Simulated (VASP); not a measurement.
A run of VASP 6.6.1 is set up as follows.

The input INCAR:

```
SYSTEM = Mg2C3
PREC     = Accurate       ! precision mode
ENCUT    = 520            ! plane-wave cutoff, eV
EDIFF    = 1E-7           ! SCF threshold, eV
ISMEAR   = 0              ! smearing method
SIGMA    = 0.1            ! smearing width, eV
LREAL    = .False.        ! projectors in reciprocal space
LASPH    = .True.         ! aspherical terms in the spheres
NELM     = 100            ! most SCF steps
ALGO     = Normal         ! electronic algorithm
ISIF     = 2              ! what is computed and relaxed
LWAVE    = .False.        ! write WAVECAR
LCHARG   = .False.        ! write CHGCAR
GGA      = PE             ! functional
NBANDS   = 16             ! bands
```

KPOINTS

```
regular mesh
0
Gamma
  6 6 4
  0 0 0
```

Contents of POSCAR:

```
Mg2C3
1.0
    2.4155000000     -2.3500000000      0.0000000000
    2.4155000000      2.3500000000      0.0000000000
   -1.2270700000      0.0000000000      4.8332800000
Mg C
2 3
Direct
    0.8087000000      0.8087000000      0.2011000000
    0.1913000000      0.1913000000      0.7989000000
    0.2989000000      0.2989000000      0.2615000000
    0.7011000000      0.7011000000      0.7385000000
    0.5000000000      0.5000000000      0.5000000000
```

Potentials or basis: VASP PAW PBE potentials, release 64 (Mg, C).

The run is started by

```sh
$ cat potpaw_PBE.64/Mg/POTCAR potpaw_PBE.64/C/POTCAR > POTCAR
$ mpirun -np 1 vasp_std > vasp.out
```

Question: Predict the pressure.

Answer: -0.5 GPa.

Question: Predict the band gap on the k mesh.

Answer: 1.74 eV, indirect (least direct gap 2.42 eV).

Stress tensor (GPa, compression positive):
```
-0.50  0.00 -0.94
 0.00 -0.05  0.00
-0.94  0.00 -0.90
```

A k mesh can miss the band edges. Expect the measured gap to be larger: semilocal functionals such as PBE lack the derivative discontinuity.
